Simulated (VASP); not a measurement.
Level of theory: PBEsol GGA, VASP's PBE PAW potentials (set 64) (plane waves; VASP).

VASP input:

POSCAR:
```
GeRh
1.0
  3.0322616303   0.0000000000   0.0000000000
  0.0000000000   3.0322616303   0.0000000000
  0.0000000000   0.0000000000   3.0322616303
Rh Ge
1 1
direct
  0.0000000000   0.0000000000   0.0000000000
  0.5000000000   0.5000000000   0.5000000000
```

### INCAR
```
SYSTEM = GeRh
EDIFF = 1E-7
ISMEAR = 0
LORBIT = 11   # lm-projected
LASPH = T   # aspherical one-centre terms
ICHARG = 11   # fixed density
GGA = PS   # PBEsol
LCHARG = F
ENCUT = 400
LMAXMIX = 4
ALGO = Normal
LWAVE = F
SIGMA = 0.05   # width (eV)
LREAL = F
NELM = 100   # most electronic steps
PREC = Accurate
```

**KPOINTS**
```
k-points along high-symmetry lines
15
Line-mode
Reciprocal
  0.000000   0.000000   0.000000 ! GAMMA
  0.000000   0.500000   0.000000 ! X

  0.000000   0.500000   0.000000 ! X
  0.500000   0.500000   0.000000 ! M

  0.500000   0.500000   0.000000 ! M
  0.000000   0.000000   0.000000 ! GAMMA

  0.000000   0.000000   0.000000 ! GAMMA
  0.500000   0.500000   0.500000 ! R

  0.500000   0.500000   0.500000 ! R
  0.000000   0.500000   0.000000 ! X

  0.500000   0.500000   0.500000 ! R
  0.500000   0.500000   0.000000 ! M
```

POTCAR, in this order: Rh_pv Ge_d (PBE.64 set). Program: vasp_std. Read from the step before: CHGCAR.

Output of the run:

### OUTCAR
```
 ion  position               nearest neighbor table
   1  0.000  0.000  0.000-   2 2.63   2 2.63   2 2.63   2 2.63   2 2.63   2 2.63   2 2.63   2 2.63
  LATTYP: Found a simple cubic cell.
 ALAT       =     3.0322616303
 Subroutine PRICEL returns:
 Original cell was already a primitive cell.
 Subroutine GETGRP returns: Found 48 space group operations
The static configuration has the point symmetry O_h .
The dynamic configuration has the point symmetry O_h .
 Subroutine INISYM returns: Found 48 space group operations
   k-points           NKPTS =     90   k-points in BZ     NKDIM =     90   number of bands    NBANDS=     18
   number of dos      NEDOS =    301   number of ions     NIONS =      2
   total plane-waves  NPLWV =   8000
   dimension x,y,z NGX =    20 NGY =   20 NGZ =   20
   dimension x,y,z NGXF=    40 NGYF=   40 NGZF=   40
   ions per type =               1   1
   PREC   = accura    normal or accurate (medium, high low for compatibility)
   ISTART =      0    job   : 0-new  1-cont  2-samecut
   ICHARG =     11    charge: 1-file 2-atom 10-const
   ISPIN  =      1    spin polarized calculation?
   LNONCOLLINEAR =      F non collinear calculations
   LSORBIT =      F    spin-orbit coupling
   INIWAV =      1    electr: 0-lowe 1-rand  2-diag
   ENCUT  =  400.0 eV  29.40 Ry    5.42 a.u.   4.94  4.94  4.94*2*pi/ulx,y,z
   NELM   =    100;   NELMIN=  2; NELMDL= -5     # of ELM steps
   EDIFF  = 0.1E-06   stopping-criterion for ELM
   LREAL  =      F    real-space projection
   NLSPLINE    = F    spline interpolate recip. space projectors
   LMAXMIX     =    4 max onsite mixed and CHGCAR
   VOSKOWN=      0    Vosko Wilk Nusair interpolation
   EDIFFG = 0.1E-05   stopping-criterion for IOM
   NSW    =      0    number of steps for IOM
   NBLOCK =      1;   KBLOCK =      1    inner block; outer block
   IBRION =     -1    ionic relax: 0-MD 1-quasi-New 2-CG
   NFREE  =      0    steps in history (QN), initial steepest desc. (CG)
   ISIF   =      2    stress and relaxation
   ISYM   =      2    0-nonsym 1-usesym 2-fastsym
   TEIN   =    0.0    initial temperature
   TEBEG  =    0.0;   TEEND  =   0.0 temperature during run
   SMASS  =  -3.00    Nose mass-parameter (am)
   PSTRESS=    0.0 pullay stress
   NELECT =      29.0000    total number of electrons
   EFERMI =   0.00;   METHOD = LEGACY
   ISMEAR =     0;   SIGMA  =   0.05  broadening in eV -4-tet -1-fermi 0-gaus
   IALGO  =     38    algorithm
   LDIAG  =      T    sub-space diagonalisation (order eigenvalues)
   IMIX   =      4    mixing-type and parameters
     AMIX     =   0.40;   BMIX     =  1.00
     AMIX_MAG =   1.60;   BMIX_MAG =  1.00
     AMIN     =   0.10
   GGA     = PS    functional components
   VOSKOWN =     0    Vosko Wilk Nusair interpolation
   LHFCALC =     F    Hartree Fock is set to
   LHFONE  =     F    Hartree Fock one center treatment
   AEXX    =    0.0000 exact exchange contribution
   IVDW    =     0    specifies the selected vdW correction
   LEPSILON=     F    determine dielectric tensor
   LRPA    =     F    only Hartree local field effects (RPA)
  energy-cutoff  :      400.00
  volume of cell :       27.88
      direct lattice vectors                 reciprocal lattice vectors
     3.032261630  0.000000000  0.000000000     0.329786846  0.000000000  0.000000000
     0.000000000  3.032261630  0.000000000     0.000000000  0.329786846  0.000000000
     0.000000000  0.000000000  3.032261630     0.000000000  0.000000000  0.329786846
 k-point     1 :   0.0000 0.0000 0.0000  plane waves:     485
 k-point     2 :   0.0000 0.0357 0.0000  plane waves:     485
 k-point     3 :   0.0000 0.0714 0.0000  plane waves:     486
 k-point     4 :   0.0000 0.1071 0.0000  plane waves:     490
 k-point     5 :   0.0000 0.1429 0.0000  plane waves:     482
 k-point     6 :   0.0000 0.1786 0.0000  plane waves:     486
 k-point     7 :   0.0000 0.2143 0.0000  plane waves:     494
 k-point     8 :   0.0000 0.2500 0.0000  plane waves:     494
 k-point     9 :   0.0000 0.2857 0.0000  plane waves:     506
 k-point    10 :   0.0000 0.3214 0.0000  plane waves:     506
 k-point    11 :   0.0000 0.3571 0.0000  plane waves:     506
...
```

File OSZICAR:
```
       N       E                     dE             d eps       ncg     rms          rms(c)
DAV:   1     0.197999787634E+03    0.19800E+03   -0.14025E+04  3842   0.343E+03
DAV:   2     0.109398611599E+01   -0.19691E+03   -0.19163E+03  3338   0.545E+02
DAV:   3    -0.125972007891E+02   -0.13691E+02   -0.13321E+02  3506   0.118E+02
DAV:   4    -0.129380020664E+02   -0.34080E+00   -0.33890E+00  3782   0.185E+01
DAV:   5    -0.129454369430E+02   -0.74349E-02   -0.74329E-02  3624   0.287E+00
DAV:   6    -0.129457422657E+02   -0.30532E-03   -0.30532E-03  4006   0.501E-01
DAV:   7    -0.129457544127E+02   -0.12147E-04   -0.12146E-04  4096   0.929E-02
DAV:   8    -0.129457547987E+02   -0.38601E-06   -0.38764E-06  3722   0.115E-02
DAV:   9    -0.129457548065E+02   -0.77680E-08   -0.72864E-08  2364   0.159E-03
   1 F= -.12945755E+02 E0= -.12943949E+02  d E =-.361143E-02
```

### OUTCAR
```
 val. band max:       11.0973748567   @ k =   0.1429   0.5000   0.1429

 cond. band min:      11.1195520256   @ k =   0.2857   0.5000   0.2857



 k-point     1 :       0.0000    0.0000    0.0000
  band No.  band energies     occupation
      1     -35.3593      2.00000
      2     -35.3593      2.00000
      3     -35.3593      2.00000
      4     -13.9392      2.00000
      5     -13.9392      2.00000
      6     -13.8578      2.00000
      7     -13.8578      2.00000
      8     -13.8578      2.00000
      9      -2.1680      2.00000
     10       6.5995      2.00000
     11       6.5995      2.00000
     12       9.5392      2.00000
     13       9.5392      2.00000
     14       9.5392      2.00000
     15      13.4827      0.00000
     16      13.4827      0.00000
     17      13.4827      0.00000
     18      19.4764      0.00000

 k-point     2 :       0.0000    0.0357    0.0000
  band No.  band energies     occupation
      1     -35.3608      2.00000
      2     -35.3591      2.00000
      3     -35.3591      2.00000
      4     -13.9391      2.00000
      5     -13.9381      2.00000
      6     -13.8581      2.00000
      7     -13.8581      2.00000
      8     -13.8578      2.00000
      9      -2.1459      2.00000
     10       6.5995      2.00000
     11       6.6052      2.00000
     12       9.4993      2.00000
     13       9.4993      2.00000
     14       9.5405      2.00000
     15      13.3504      0.00000
     16      13.5443      0.00000
     17      13.5443      0.00000
     18      19.5787      0.00000

 k-point     3 :       0.0000    0.0714    0.0000
  band No.  band energies     occupation
      1     -35.3655      2.00000
      2     -35.3587      2.00000
      3     -35.3587      2.00000
      4     -13.9388      2.00000
      5     -13.9350      2.00000
      6     -13.8588      2.00000
      7     -13.8588      2.00000
      8     -13.8576      2.00000
      9      -2.0796      2.00000
     10       6.5961      2.00000
...
```

The density is held fixed in this step, so its total energy and stress have no physical meaning.

The structure was generated: GeRh was put into the CsCl type (Pm-3m), which need not be its known phase. It was relaxed first. The electron count is odd and the run is not spin-polarised, which forces a metal.
